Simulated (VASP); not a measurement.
Level of theory: PBE GGA, VASP's PBE PAW potentials (set 64) (plane waves; VASP).

A VASP calculation is set up with these files.

### INCAR
```
ALGO=Normal
EDIFF=1E-6
ENCUT=300
GGA=PE
ISIF=2
ISMEAR=-1
LASPH=.TRUE.
LCHARG=.FALSE.
LMAXMIX=4
LREAL=.FALSE.
LWAVE=.FALSE.
NELM=100
PREC=Accurate
SIGMA=0.1
SYSTEM=Be3As2
```

### POSCAR
```
Be3As2
1
    3.6783430000     0.0000000000     0.0000000000
   -1.8391720000     3.1855390000     0.0000000000
    0.0000000000     0.0000000000     5.7314160000
As Be
2 3
Direct
  0.3333330000   0.6666670000   0.2467000000
  0.6666670000   0.3333330000   0.7533000000
  0.0000000000   0.0000000000   0.0000000000
  0.3333330000   0.6666670000   0.6470000000
  0.6666670000   0.3333330000   0.3530000000
```

File KPOINTS:
```
K-points
0
gamma
8 8 5
0 0 0
```

POTCAR, in this order: As Be (PBE.64 set). Program: vasp_std.

Output of the run:

File OUTCAR:
```
 ion  position               nearest neighbor table
   1  0.333  0.667  0.247-   5 2.21   5 2.21   5 2.21   4 2.29   3 2.55   3 2.55   3 2.55
   2  0.667  0.333  0.753-   4 2.21   4 2.21   4 2.21   5 2.29   3 2.55   3 2.55   3 2.55
   3  0.000  0.000  0.000-   1 2.55   2 2.55   2 2.55   1 2.55   2 2.55   1 2.55
   4  0.333  0.667  0.647-   2 2.21   2 2.21   2 2.21   1 2.29
   5  0.667  0.333  0.353-   1 2.21   1 2.21   1 2.21   2 2.29
  LATTYP: Found a hexagonal cell.
 ALAT       =     3.6783430000
 C/A-ratio  =     1.5581515916
 Subroutine PRICEL returns:
 Original cell was already a primitive cell.
 Subroutine GETGRP returns: Found 12 space group operations
The static configuration has the point symmetry D_3d.
The dynamic configuration has the point symmetry D_3d.
 Subroutine INISYM returns: Found 12 space group operations
 Subroutine IBZKPT returns following result:
 Found     40 irreducible k-points:

 Following reciprocal coordinates:
            Coordinates               Weight
  0.000000  0.000000  0.000000      1.000000
  0.125000 -0.000000  0.000000      6.000000
  0.250000 -0.000000  0.000000      6.000000
  0.375000 -0.000000  0.000000      6.000000
  0.500000 -0.000000  0.000000      3.000000
  0.125000  0.125000  0.000000      6.000000
  0.250000  0.125000  0.000000     12.000000
  0.375000  0.125000  0.000000     12.000000
  0.250000  0.250000  0.000000      6.000000
  0.375000  0.250000  0.000000      6.000000
  0.000000  0.000000  0.200000      2.000000
  0.125000 -0.000000  0.200000      6.000000
  0.000000  0.125000  0.200000      6.000000
  0.250000 -0.000000  0.200000      6.000000
  0.000000  0.250000  0.200000      6.000000
  0.375000 -0.000000  0.200000      6.000000
  0.000000  0.375000  0.200000      6.000000
  0.500000 -0.000000  0.200000      6.000000
  0.125000  0.125000  0.200000     12.000000
  0.250000  0.125000  0.200000     12.000000
...
```

OSZICAR:
```
       N       E                     dE             d eps       ncg     rms          rms(c)
DAV:   1     0.276778273579E+02    0.27678E+02   -0.47359E+03   960   0.728E+02
DAV:   2    -0.180560016889E+02   -0.45734E+02   -0.41578E+02  1280   0.133E+02
DAV:   3    -0.204040931623E+02   -0.23481E+01   -0.22961E+01  1316   0.334E+01
DAV:   4    -0.204342978798E+02   -0.30205E-01   -0.29983E-01  1180   0.380E+00
DAV:   5    -0.204348796308E+02   -0.58175E-03   -0.58142E-03  1284   0.443E-01    0.447E+00
DAV:   6    -0.200988436478E+02    0.33604E+00   -0.53360E-01  1100   0.476E+00    0.259E+00
DAV:   7    -0.200623821028E+02    0.36462E-01   -0.14269E-01  1216   0.251E+00    0.108E+00
DAV:   8    -0.200608380908E+02    0.15440E-02   -0.14165E-02  1112   0.848E-01    0.171E-01
DAV:   9    -0.200612806134E+02   -0.44252E-03   -0.12834E-03  1144   0.290E-01    0.724E-02
DAV:  10    -0.200613957476E+02   -0.11513E-03   -0.40049E-04  1096   0.129E-01    0.206E-02
DAV:  11    -0.200613848658E+02    0.10882E-04   -0.42123E-05  1192   0.426E-02    0.106E-02
DAV:  12    -0.200613861529E+02   -0.12871E-05   -0.11238E-05  1152   0.206E-02    0.366E-03
DAV:  13    -0.200613861478E+02    0.51172E-08   -0.85569E-07   704   0.579E-03
   1 F= -.20061386E+02 E0= -.20057821E+02  d E =-.713038E-02
```

### OUTCAR
```
------------------------ aborting loop because EDIFF is reached ----------------------------------------
  FORCE on cell =-STRESS in cart. coord.  units (eV):
  Direction    XX          YY          ZZ          XY          YZ          ZX
  --------------------------------------------------------------------------------------
  Total        1.1597941      1.1597945      3.6694930     -0.0000002      0.0000000      0.0000000
  in kB       27.6690590     27.6690680     87.5426244     -0.0000043      0.0000000      0.0000000
  external PRESSURE =      47.6269172 kB  Pullay stress =       0.0000000 kB
  volume of cell :       67.16
      direct lattice vectors                 reciprocal lattice vectors
     3.678343000  0.000000000  0.000000000     0.271861542  0.156959352  0.000000000
    -1.839172000  3.185539000  0.000000000     0.000000000  0.313918618  0.000000000
     0.000000000  0.000000000  5.731416000     0.000000000  0.000000000  0.174476953
 POSITION                                       TOTAL-FORCE (eV/Angst)
 -----------------------------------------------------------------------------------
     -0.00000      2.12369      1.41394        -0.000000      0.000000     -0.667304
      1.83917      1.06185      4.31748         0.000000     -0.000000      0.667304
      0.00000      0.00000      0.00000         0.000000      0.000000      0.000000
     -0.00000      2.12369      3.70823         0.000000     -0.000000     -0.530445
      1.83917      1.06185      2.02319         0.000000      0.000000      0.530445
 -----------------------------------------------------------------------------------
    total drift:                               -0.000000     -0.000000      0.000000
  FREE ENERGIE OF THE ION-ELECTRON SYSTEM (eV)
  ---------------------------------------------------
  free  energy   TOTEN  =       -20.0613861478 eV

  energy  without entropy=      -20.0542557653  energy(sigma->0) =      -20.05782096
```
(Selected blocks of OUTCAR.)

At this cut-off the stress carries a Pulay error, which pulls relaxed volumes low.

The structure was generated: Be3As2 was put into an ordered model structure, which need not be its known phase. The cell was not relaxed at this level.
